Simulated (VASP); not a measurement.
**How biaxial strain in the (110) plane changes V**

How do stress and energy of V follow biaxial strain in the (110) plane?

Program: VASP 6.6.1. Level of theory: PBEsol, no spin polarisation; plane waves and PAW (V_sv), in the first sound run; inputs show where later runs differ. Results are calculated unless marked as measured.

## Step 1: The starting structure

The structure is cubic, space group Im-3m (No. 229). The conventional cell has a = 3.020 Å, b = 3.020 Å, c = 3.020 Å, α = 90.00°, β = 90.00°, γ = 90.00°. Nearest to V lie 8 V at 2.62 Å.

As a file:

```
V
1.0
    -1.51000    1.51000    1.51000
     1.51000   -1.51000    1.51000
     1.51000    1.51000   -1.51000
V
1
Direct
  0.00000 0.00000 0.00000
```

## Step 2: Relax the crystal, PBEsol

The series starts from the cell that this level prefers, so that zero strain is near zero stress.

This step took 2 runs in a row; the last is shown.

Level: PBEsol, no spin polarisation; plane waves and PAW (V_sv).

Input file INCAR:

```
SYSTEM = V
PREC = Accurate
ENCUT = 450
EDIFF = 1E-07
NELM = 120
ISMEAR = 1
SIGMA = 0.15
LREAL = .FALSE.
ALGO = Normal
GGA = PS
NBANDS = 12
LASPH = .TRUE.
LORBIT = 11
LWAVE = .FALSE.
LCHARG = .FALSE.
KPAR = 8
IBRION = 2
NSW = 40
ISIF = 3
EDIFFG = -0.005
POTIM = 0.4
```

Input file POSCAR:

```
V
1.0
   -1.4786221971      1.4786221971      1.4786221971
    1.4786221971     -1.4786221971      1.4786221971
    1.4786221971      1.4786221971     -1.4786221971
V
1
Direct
    0.0000000000      0.0000000000      0.0000000000
```

Input file KPOINTS:

```
Automatic mesh
0
Gamma
27 27 27
0 0 0
```

Potentials, in the order of the species: V_sv (PBE family, release 64).

Started as:

```
mpirun -np 8 vasp_std
```

The log of the run:

```text
[banner, memory and clock lines left out]
running    8 mpi-ranks, on    1 nodes
[...]
|                                                                             |
|           W    W    AA    RRRRR   N    N  II  N    N   GGGG   !!!           |
|           W    W   A  A   R    R  NN   N  II  NN   N  G    G  !!!           |
|           W    W  A    A  R    R  N N  N  II  N N  N  G       !!!           |
|           W WW W  AAAAAA  RRRRR   N  N N  II  N  N N  G  GGG   !            |
|           WW  WW  A    A  R   R   N   NN  II  N   NN  G    G                |
|           W    W  A    A  R    R  N    N  II  N    N   GGGG   !!!           |
|                                                                             |
|     For optimal performance we recommend to set                             |
|       NCORE = 2 up to number-of-cores-per-socket                            |
|     NCORE specifies how many cores store one orbital (NPAR=cpu/NCORE).      |
|     This setting can greatly improve the performance of VASP for DFT.       |
[...]
DAV:   5    -0.963417359270E+01    0.11739E-06   -0.19186E-07 13260   0.621E-03    0.153E-03
DAV:   6    -0.963417338885E+01    0.20385E-06   -0.14330E-08  7032   0.193E-03    0.142E-04
DAV:   7    -0.963417341541E+01   -0.26560E-07   -0.94866E-10  6788   0.442E-04
   2 F= -.96341734E+01 E0= -.96342034E+01  d E =0.434816E-05
 trial-energy change:    0.000004  1 .order    0.000001   -0.000093    0.000095
 step:   0.4677(harm=  0.4955)  dis= 0.00000  next Energy=    -9.634199 (dE=-0.214E-04)
[...]
N       E                     dE             d eps       ncg     rms          rms(c)
DAV:   1    -0.963488627591E+01   -0.71289E-03   -0.10951E-02 13456   0.179E+00    0.298E-01
DAV:   2    -0.963420964560E+01    0.67663E-03   -0.16818E-03 13520   0.678E-01    0.591E-02
DAV:   3    -0.963420163032E+01    0.80153E-05   -0.86406E-06 14076   0.364E-02    0.331E-02
DAV:   4    -0.963419775446E+01    0.38759E-05   -0.58136E-06 14136   0.271E-02    0.192E-03
DAV:   5    -0.963419788934E+01   -0.13488E-06   -0.53628E-08  9436   0.340E-03    0.747E-04
DAV:   6    -0.963419797930E+01   -0.89964E-07   -0.67060E-09  6732   0.135E-03
   3 F= -.96341980E+01 E0= -.96342282E+01  d E =-.202157E-04
[...]
reached required accuracy - stopping structural energy minimisation
```

The job ended after 30 s (8 MPI ranks of AMD EPYC 7R43, shared host; peak memory 1.2 GiB; 3.7 min of CPU time).

The logs omit lines about the potential files and the build; timing stands in the text.

OUTCAR, selected parts (step 2):

```text
  Total       -0.0003176     -0.0003176     -0.0003176      0.0000000      0.0000000      0.0000000
  in kB       -0.0394131     -0.0394131     -0.0394131      0.0000000      0.0000000      0.0000000
  external PRESSURE =      -0.0394131 kB  Pullay stress =       0.0000000 kB

 POSITION                                       TOTAL-FORCE (eV/Angst)
 -----------------------------------------------------------------------------------
      0.00000      0.00000     -0.00000         0.000000     -0.000000      0.000000
 -----------------------------------------------------------------------------------
    total drift:                                0.000000     -0.000000      0.000000

  FREE ENERGIE OF THE ION-ELECTRON SYSTEM (eV)
  ---------------------------------------------------
  free  energy   TOTEN  =        -9.6341979793 eV

  energy  without entropy=       -9.6342886286  energy(sigma->0) =       -9.63422820

 reached required accuracy - stopping structural energy minimisation

[... 3 further parts left out ...]
[key lines of the parts left out:]
E-fermi :  10.0937
```

This run gave:

```
energy(sigma→0) of the program : -9.6342 eV
stress, compression positive   : 0.00 along [110], 0.00 across it (mean), GPa
volume                         : 12.911 Å³
ionic steps                    : 3
```

## Step 3: Strain along the normal, PBEsol

One member in full: the plane is strained by 0.5 %, and the strain along the normal is moved by secant steps until the normal stress is under 0.012 GPa or five steps are spent; the atoms relax at each step.

This step took 3 runs, each at a new trial strain with the atoms of the one before; the last is shown.

Level: PBEsol, no spin polarisation; plane waves and PAW (V_sv).

Edit INCAR of step 2 so:

```diff
@@ -15,7 +15,7 @@
 LCHARG = .FALSE.
-KPAR = 8
-IBRION = 2
-NSW = 40
-ISIF = 3
-EDIFFG = -0.005
-POTIM = 0.4
+KPAR = 2
+IBRION = 1
+NSW = 25
+ISIF = 2
+EDIFFG = -0.004
+POTIM = 0.3
```

Input file POSCAR:

```
V
1.0
   -1.4852544460      1.4852544460      1.4852544460
    1.4852544460     -1.4852544460      1.4852544460
    1.4670897540      1.4670897540     -1.4852544460
V
1
Direct
    0.0000000000      0.0000000000      0.0000000000
```

KPOINTS is that of step 2.

Started as:

```
mpirun -np 2 vasp_std
```

The log of the run:

```text
[banner, memory and clock lines left out]
running    2 mpi-ranks, on    1 nodes
[...]
[... a notice as in an earlier step ...]

 LDA part: xc-table for (Slater+PW92), standard interpolation
 POSCAR, INCAR and KPOINTS ok, starting setup
[...]
entering main loop
       N       E                     dE             d eps       ncg     rms          rms(c)
DAV:   1     0.809761717792E+02    0.80976E+02   -0.65027E+03 66232   0.107E+03
DAV:   2    -0.999798366105E+01   -0.90974E+02   -0.88264E+02 67392   0.310E+02
DAV:   3    -0.111283083425E+02   -0.11303E+01   -0.11277E+01 72844   0.404E+01
DAV:   4    -0.111337253590E+02   -0.54170E-02   -0.54169E-02 70504   0.296E+00
[...]
DAV:  11    -0.963396350209E+01   -0.27024E-07   -0.10751E-06 68744   0.173E-02    0.306E-03
DAV:  12    -0.963396333468E+01    0.16742E-06   -0.13305E-07 53884   0.619E-03    0.252E-04
DAV:  13    -0.963396332859E+01    0.60888E-08   -0.10115E-09 33648   0.434E-04
   1 F= -.96339633E+01 E0= -.96339980E+01  d E =-.963396E+01
 BRION: g(F)=  0.540E-61 g(S)=  0.000E+00
 reached required accuracy - stopping structural energy minimisation
```

The job ended after 2.6 min (2 MPI ranks; peak memory 0.77 GiB).

Parts of OUTCAR (step 3):

```text
  Total       -0.0201565     -0.0201565     -0.0904742      0.0205193      0.0000000     -0.0000000
  in kB       -2.4946336     -2.4946336    -11.1973936      2.5395407      0.0000000     -0.0000000
  external PRESSURE =      -5.3955536 kB  Pullay stress =       0.0000000 kB

 POSITION                                       TOTAL-FORCE (eV/Angst)
 -----------------------------------------------------------------------------------
      0.00000      0.00000      0.00000         0.000000      0.000000     -0.000000
 -----------------------------------------------------------------------------------
    total drift:                                0.000000     -0.000000      0.000000

  FREE ENERGIE OF THE ION-ELECTRON SYSTEM (eV)
  ---------------------------------------------------
  free  energy   TOTEN  =        -9.6339633286 eV

  energy  without entropy=       -9.6340672547  energy(sigma->0) =       -9.63399797

[... 1 part as in an earlier step ...]

[... 3 further parts left out ...]
[key lines of the parts left out:]
E-fermi :  10.0599
```

This run gave:

```
energy(sigma→0) of the program : -9.6340 eV
stress, compression positive   : 0.00 along [110], -0.81 across it (mean), GPa
ionic steps                    : 1
```

## Step 4: The table

The other members went through these steps as far as the tables show, with the same cutoff and, step by step, the same mesh; 26 runs are not shown. The session took 2.4 core hours (wall time by ranks) on a shared machine.

| in-plane strain (%) | strain along the normal (%) | mean of the two in-plane stresses, tension positive (GPa) | energy above the unstrained row, extrapolated to no smearing (meV/atom) |
| --- | --- | --- | --- |
| -2.000 | 2.824 | -3.886 | 7.264 |
| -1.500 | 2.079 | -2.942 | 4.198 |
| -1.000 | 1.382 | -1.918 | 1.921 |
| -0.500 | 0.703 | ? | ? |
| 0 | -0.018 | 0.013 | 0.000 |
| 0.500 | -0.729 | 0.812 | 0.128 |
| 1.000 | -1.464 | 1.547 | 0.903 |
| 1.500 | -2.229 | 2.162 | 2.284 |
| 2.000 | -3.048 | 2.583 | 4.168 |

## Step 5: A fit to the known rows

A least-squares parabola through the 8 rows shown, with e the strain in %: stress = − 0.1654 e² + 1.660 e − 0.002593 (GPa), r.m.s. residual 0.066 GPa.

At e = -0.5 this predicts -0.874 GPa.

## Step 6: Prediction against calculation

The calculation gives -0.896 GPa, so the prediction is 0.022 GPa too high, within twice the residual of the fit.

Slopes at zero strain, from cubics through all rows: strain ratio -1.408, stress over strain 177 GPa.

## Step 7: Summary of results

* error of the predicted stress: 0.022 GPa
* ratio of normal to in-plane strain: -1.408
* biaxial modulus: 177 GPa

What this shows: As a check, the curvature of the energy gives 181 GPa for the same modulus (energy per volume = M × strain²), 2 % from the slope of the stress; these energies are extrapolated to no smearing, while the stress belongs to the free energy, so part of the difference may come from that. The energy also has a linear term worth 0.27 GPa that the stress column lacks, a mark of the finite basis or of the smearing. These are static values: temperature and zero-point motion are left out. In a metal the slopes also depend on mesh and smearing, which were held through the series.

[Lines on the potential files, build, host, timing and source positions are cut from VASP's logs without a mark.]

[Logs are printed without paths, hosts, clocks, repeated set-up lines and the standing remarks that a program may print on its own settings, such as how far it seeks lower states.]

[Hosts, paths, dates, database ids (printed as entryN), source tags and the programs' standing remarks are cut or masked in the printed files.]

[In band tables of VASP the shares of atoms and orbitals are scaled to a sum of 1 inside the atoms' spheres.]
